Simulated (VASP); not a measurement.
C:

```xyz
4
Lattice="2.4640 0.0000 0.0000 -1.2320 2.1339 0.0000 0.0000 0.0000 6.7110" Properties=species:S:1:pos:R:3 pbc="T T T"
C     0.0000    0.0000    1.6778
C     0.0000    0.0000    5.0333
C     0.0000    1.4226    1.6778
C     1.2320    0.7113    5.0333
```

```yaml
Program: VASP 6.6.1
Task: relaxation of cell and atoms
Functional: LDA
Potentials_or_basis: VASP PAW LDA potentials, release 64 (C)
Cutoff: 600 eV
k_mesh: 20 × 20 × 6
Occupations: gaussian, width 0.05 eV
Spin: no spin polarisation
```

At the start: pressure -6.2 GPa; volume 8.82 Å³/atom.

Q: Where does the relaxation end?

A: Over 9 steps the energy falls by 4.1 meV/atom and the volume is 8.50 Å³/atom (-3.6 %); space group P6_3/mmc (No. 194, to 0.05 Å).

The path:
| step | energy change (eV) | largest force (eV/Å) | pressure (GPa) | volume (Å³) |
| --- | --- | --- | --- | --- |
| 1 | 0.0000 | 0.0000 | -6.24 | 35.29 |
| 2 | 0.0690 | 0.0000 | 15.56 | 33.55 |
| 3 | -0.0147 | 0.0000 | -0.32 | 34.77 |
| 4 | -0.0147 | 0.0000 | -0.20 | 34.76 |
| 5 | -0.0149 | 0.0000 | -0.19 | 34.71 |
| 6 | -0.0154 | 0.0000 | -0.17 | 34.55 |
| 7 | -0.0161 | 0.0000 | -0.07 | 34.25 |
| 8 | -0.0159 | 0.0000 | 0.13 | 33.63 |
| 9 | -0.0163 | 0.0000 | -0.02 | 34.01 |

Final structure:
```xyz
4
Lattice="2.4460 0.0000 0.0000 -1.2230 2.1183 0.0000 0.0000 0.0000 6.5645" Properties=species:S:1:pos:R:3 pbc="T T T"
C     0.0000    0.0000    1.6411
C     0.0000    0.0000    4.9234
C     0.0000    1.4122    1.6411
C     1.2230    0.7061    4.9234
```
